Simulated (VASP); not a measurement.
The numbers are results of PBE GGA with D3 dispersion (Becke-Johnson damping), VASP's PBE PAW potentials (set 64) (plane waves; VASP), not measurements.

Input for VASP

**INCAR**
```
ALGO  =  Normal
EDIFF  =  1E-7
EDIFFG  =  -0.01
ENCUT  =  520
GGA  =  PE
IBRION  =  2
ISIF  =  4
ISMEAR  =  0
IVDW  =  12
LASPH  =  .TRUE.
LCHARG  =  .FALSE.
LMAXMIX  =  6
LREAL  =  .FALSE.
LWAVE  =  .FALSE.
NELM  =  100
NSW  =  30
PREC  =  Accurate
SIGMA  =  0.05
SYSTEM  =  WSe2
```

KPOINTS:
```
Automatic mesh
0
Gamma
8 8 2
0 0 0
```

File POSCAR:
```
WSe2
1
    1.6402250408    -2.8409527821     0.0000000000
    1.6402250408     2.8409527821     0.0000000000
    0.0000000000     0.0000000000    12.7857990110
W Se
2 4
Direct
  0.3333330000   0.6666670000   0.2500000000
  0.6666670000   0.3333330000   0.7500000000
  0.3333330000   0.6666670000   0.8819030488
  0.6666670000   0.3333330000   0.3819030488
  0.6666670000   0.3333330000   0.1180969512
  0.3333330000   0.6666670000   0.6180969512
```

POTCAR, in this order: W_sv Se (PBE.64 set). Program: vasp_std.

What VASP printed:

### OSZICAR
```
       N       E                     dE             d eps       ncg     rms          rms(c)
DAV:   1     0.514906660731E+03    0.51491E+03   -0.28309E+04  1400   0.164E+03
DAV:   2    -0.111376913576E+02   -0.52604E+03   -0.51521E+03  1498   0.432E+02
DAV:   3    -0.442228586567E+02   -0.33085E+02   -0.32850E+02  1579   0.976E+01
DAV:   4    -0.449640707637E+02   -0.74121E+00   -0.73921E+00  1516   0.151E+01
DAV:   5    -0.449833424135E+02   -0.19272E-01   -0.19263E-01  1593   0.219E+00    0.298E+01
DAV:   6    -0.434724818827E+02    0.15109E+01   -0.10616E+01  1435   0.181E+01    0.108E+01
DAV:   7    -0.432488004906E+02    0.22368E+00   -0.47061E+00  1427   0.893E+00    0.560E+00
DAV:   8    -0.430785198053E+02    0.17028E+00   -0.75175E-01  1632   0.483E+00    0.119E+00
DAV:   9    -0.430810045669E+02   -0.24848E-02   -0.61695E-02  1570   0.128E+00    0.796E-01
DAV:  10    -0.430796324475E+02    0.13721E-02   -0.19363E-02  1616   0.891E-01    0.190E-01
DAV:  11    -0.430795239798E+02    0.10847E-03   -0.27068E-03  1533   0.322E-01    0.156E-01
DAV:  12    -0.430794977200E+02    0.26260E-04   -0.10903E-04  1604   0.584E-02    0.977E-02
DAV:  13    -0.430794912327E+02    0.64873E-05   -0.12152E-04  1527   0.613E-02    0.543E-03
DAV:  14    -0.430794919098E+02   -0.67715E-06   -0.43553E-06  1493   0.124E-02    0.525E-03
DAV:  15    -0.430794920520E+02   -0.14221E-06   -0.28056E-07  1288   0.286E-03    0.376E-03
DAV:  16    -0.430794921479E+02   -0.95826E-07   -0.11975E-07   991   0.219E-03
   1 F= -.45930518E+02 E0= -.45930518E+02  d E =-.459305E+02
```

File OUTCAR:
```
------------------------ aborting loop because EDIFF is reached ----------------------------------------
 Edisp (eV)   -2.85103
  FORCE on cell =-STRESS in cart. coord.  units (eV):
  Direction    XX          YY          ZZ          XY          YZ          ZX
  --------------------------------------------------------------------------------------
  Total       0.02509     0.02509     0.01190     0.00000     0.00000     0.00000
  in kB       0.33733     0.33733     0.16005     0.00000     0.00000     0.00000
  external pressure =        0.28 kB  Pullay stress =        0.00 kB
  volume of cell :      119.16
      direct lattice vectors                 reciprocal lattice vectors
     1.640225041 -2.840952782  0.000000000     0.304836219 -0.175997293  0.000000000
     1.640225041  2.840952782  0.000000000     0.304836219  0.175997293  0.000000000
     0.000000000  0.000000000 12.785799011     0.000000000  0.000000000  0.078211772
 POSITION                                       TOTAL-FORCE (eV/Angst)
 -----------------------------------------------------------------------------------
      1.64023      0.94699      3.19645         0.000000     -0.000000      0.000000
      1.64023     -0.94699      9.58935        -0.000000      0.000000      0.000000
      1.64023      0.94699     11.27584        -0.000000     -0.000000     -0.002175
      1.64023     -0.94699      4.88294        -0.000000      0.000000     -0.002175
      1.64023     -0.94699      1.50996        -0.000000      0.000000      0.002175
      1.64023      0.94699      7.90286         0.000000      0.000000      0.002175
 -----------------------------------------------------------------------------------
    total drift:                               -0.000000      0.001051     -0.000034
  FREE ENERGIE OF THE ION-ELECTRON SYSTEM (eV)
  ---------------------------------------------------
  free  energy   TOTEN  =       -45.9305178002 eV

  energy  without entropy=      -45.9305178002  energy(sigma->0) =      -45.93051780

 reached required accuracy - stopping structural energy minimisation
```
(Selected blocks of OUTCAR.)

The compound is WSe2 in the 2H layered structure. It was relaxed first.
